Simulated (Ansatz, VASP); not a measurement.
Two plane-wave programs on LuHfF

```
CELL_PARAMETERS angstrom
3.74093 0.00000 0.00000
0.00000 3.74093 0.00000
0.00000 0.00000 8.43151
ATOMIC_POSITIONS crystal
Lu 0.50000 0.00000 0.80241
Lu 0.00000 0.50000 0.19759
Hf 0.50000 0.00000 0.42656
Hf 0.00000 0.50000 0.57344
F 0.50000 0.00000 0.07003
F 0.00000 0.50000 0.92997
```

Change from the starting cell: species swapped into the EuSnP type (P4/nmm, No. 129).

Alike in both runs: functional PBE; k mesh 4 × 4 × 2; occupations gaussian, width 0.1 eV; no spin polarisation.

Ansatz relaxed the structure, and its values are those at the end. VASP's run is a single point on that final structure, the one shown.

|  | VASP | Ansatz |
| --- | --- | --- |
| version | VASP 6.6.1 | Ansatz 0.2.0 |
| potentials or method | VASP PAW PBE potentials, release 64 (Lu, Hf_pv, F) | scalar-relativistic, plane waves, PAW |
| plane-wave cutoff (eV) | 520 | 420 |
| valence electrons in the cell | 84 | 116 |

|  | VASP | Ansatz | Ansatz less VASP |
| --- | --- | --- | --- |
| gap on the k mesh at the Fermi level (eV) | 0.11 | 0.11 | +0.005 |
| least direct gap on the mesh (eV) | 0.36 | 0.36 | +0.008 |
| pressure (GPa) | 0.0 | 0.0 | 0.00 |
| rms of the force components (eV/Å) | 0.031 | 0.006 | -0.0248 |

The functional is the same, so the differences come from potentials, cutoffs and numerics. The two sets of potentials don't hold the same shells in valence.

Caveats: spin-orbit coupling is left out, which moves the levels of the heavy elements.
